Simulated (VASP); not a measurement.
Output of a VASP run:

### OSZICAR
```
       N       E                     dE             d eps       ncg     rms          rms(c)
DAV:   1     0.310010047695E+02    0.31001E+02   -0.52411E+03  1528   0.127E+03
DAV:   2    -0.142365178930E+02   -0.45238E+02   -0.43470E+02  1512   0.182E+02
DAV:   3    -0.154673673586E+02   -0.12308E+01   -0.12133E+01  1778   0.414E+01
DAV:   4    -0.154912937686E+02   -0.23926E-01   -0.23891E-01  1965   0.509E+00
DAV:   5    -0.154917282803E+02   -0.43451E-03   -0.43443E-03  1772   0.596E-01    0.154E+01
DAV:   6    -0.168068914606E+02   -0.13152E+01   -0.70118E+01  1708   0.137E+02    0.162E+01
DAV:   7    -0.134020786583E+02    0.34048E+01   -0.32325E+01  1655   0.835E+01    0.263E+00
DAV:   8    -0.133534343837E+02    0.48644E-01   -0.24117E-01  1749   0.655E+00    0.141E+00
DAV:   9    -0.133360571657E+02    0.17377E-01   -0.41928E-02  1876   0.293E+00    0.333E-01
DAV:  10    -0.133356873813E+02    0.36978E-03   -0.93500E-04  1928   0.473E-01    0.192E-01
DAV:  11    -0.133356594935E+02    0.27888E-04   -0.28620E-05  1648   0.483E-02    0.228E-02
DAV:  12    -0.133356580152E+02    0.14782E-05   -0.78629E-06  1952   0.444E-02    0.512E-03
DAV:  13    -0.133356579261E+02    0.89122E-07   -0.18121E-07   901   0.496E-03
   1 F= -.13335658E+02 E0= -.13335496E+02  d E =-.487095E-03
```

OUTCAR:
```
------------------------ aborting loop because EDIFF is reached ----------------------------------------
  FORCE on cell =-STRESS in cart. coord.  units (eV):
  Direction    XX          YY          ZZ          XY          YZ          ZX
  --------------------------------------------------------------------------------------
  Total        1.8315652      1.8315652      1.8315652     -0.0000000      0.0000000     -0.0000000
  in kB      136.2037296    136.2037296    136.2037296     -0.0000000      0.0000000     -0.0000000
  external PRESSURE =     136.2037296 kB  Pullay stress =       0.0000000 kB
  volume of cell :       21.54
      direct lattice vectors                 reciprocal lattice vectors
     2.782582106  0.000000000  0.000000000     0.359378434  0.000000000  0.000000000
     0.000000000  2.782582106  0.000000000     0.000000000  0.359378434  0.000000000
     0.000000000  0.000000000  2.782582106     0.000000000  0.000000000  0.359378434
 POSITION                                       TOTAL-FORCE (eV/Angst)
 -----------------------------------------------------------------------------------
      1.39129      1.39129      1.39129         0.000000      0.000000      0.000000
      0.00000      0.00000      0.00000         0.000000      0.000000      0.000000
 -----------------------------------------------------------------------------------
    total drift:                               -0.000000      0.000000      0.000000
  FREE ENERGIE OF THE ION-ELECTRON SYSTEM (eV)
  ---------------------------------------------------
  free  energy   TOTEN  =       -13.3356579261 eV

  energy  without entropy=      -13.3351708312  energy(sigma->0) =      -13.33549556
```
(Selected blocks of OUTCAR.)

File POSCAR:
```
FeAl
1
    2.7825821058     0.0000000000     0.0000000000
    0.0000000000     2.7825821058     0.0000000000
    0.0000000000     0.0000000000     2.7825821058
Al Fe
1 1
Direct
  0.5000000000   0.5000000000   0.5000000000
  0.0000000000   0.0000000000   0.0000000000
```

### Question
Write an INCAR and KPOINTS that could have produced this output.

### Answer
Several could match; the one computed here: the input of the run itself, AM05 GGA, plane waves, VASP's PBE PAW potentials (set 64).

**INCAR**
```
# general
SYSTEM   =  FeAl
PREC     =  Accurate
ENCUT    =  520   # plane-wave cut-off (eV)
LREAL    =  .FALSE.
LASPH    =  .TRUE.

# electronic loop
EDIFF    =  1E-7   # SCF stop (eV)
NELM     =  100   # most electronic steps
ALGO     =  Normal   # blocked Davidson
LMAXMIX  =  4   # l cut-off of mixed one-centre charges

# smearing
ISMEAR   =  1
SIGMA    =  0.1

# functional
GGA      =  AM   # AM05

# ions
ISIF     =  2   # forces and stress, cell fixed

# output
LWAVE    =  .FALSE.
LCHARG   =  .FALSE.
```

### KPOINTS
```
K-points
0
Gamma
 13 13 13
0 0 0
```

POTCAR, in this order: Al Fe (PBE.64 set). Program: vasp_std.

The compound is FeAl in the CsCl type structure. This cell is one point of a volume scan, at 0.94 of the reference volume. The run is not spin-polarised, so no magnetic state was tried. The electron count is odd and the run is not spin-polarised, which forces a metal.
